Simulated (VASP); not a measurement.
Method: PBEsol GGA, VASP's PBE PAW potentials (set 64) (plane waves; VASP).

VASP input:

### KPOINTS
```
Regular mesh
0
Gamma
  10 10 10
0 0 0
```

POSCAR:
```
Cs
3.0019720
 -1.0000001113   1.0000001113   1.0000001113
  1.0000001113  -1.0000001113   1.0000001113
  1.0000001113   1.0000001113  -1.0000001113
Cs
1
Cart
  0.0000000000   0.0000000000   0.0000000000
```

INCAR:
```
EDIFF = 1E-7   ! SCF stop (eV)
LWAVE = F
PREC = Accurate
LMAXMIX = 4
ISIF = 2
LCHARG = T
NELM = 100
LORBIT = 11   ! lm-projected
ENCUT = 400   ! plane-wave cut-off (eV)
NEDOS = 601
ISMEAR = -5   ! tetrahedra, Bloechl
LASPH = T   ! aspherical one-centre terms
GGA = PS   ! PBEsol
LREAL = F   ! projection in real space or not
ALGO = Normal
SYSTEM = Cs
```

POTCAR, in this order: Cs_sv (PBE.64 set). Program: vasp_std.

Unless said otherwise, spin-orbit coupling is left out, though it shifts the bands of the heavy elements here.

### Question
What does the run give for the energy per atom (σ→0), band gap (on the k-mesh)?

### Answer

The energy per atom (σ→0) is -0.943 eV/atom and the band gap (on the k-mesh) comes out as none (metal, semimetal or under 0.01 eV).

File OSZICAR:
```
...
DAV:   4    -0.942561259671E+00   -0.52637E-01   -0.52639E-01  1400   0.583E+00
DAV:   5    -0.942638581338E+00   -0.77322E-04   -0.76467E-04   928   0.125E-01    0.133E-01
DAV:   6    -0.942328229428E+00    0.31035E-03   -0.12654E-03  1312   0.208E-01    0.912E-02
DAV:   7    -0.942525245761E+00   -0.19702E-03   -0.32010E-03   984   0.350E-01    0.342E-02
DAV:   8    -0.942589861576E+00   -0.64616E-04   -0.10206E-04  1064   0.855E-02    0.523E-03
DAV:   9    -0.942591913132E+00   -0.20516E-05   -0.30393E-06  1288   0.112E-02    0.294E-03
DAV:  10    -0.942591920703E+00   -0.75711E-08   -0.69832E-07  1072   0.518E-03
   1 F= -.94259192E+00 E0= -.94259192E+00  d E =0.000000E+00
```

The compound is Cs in the bcc structure. It was relaxed first.
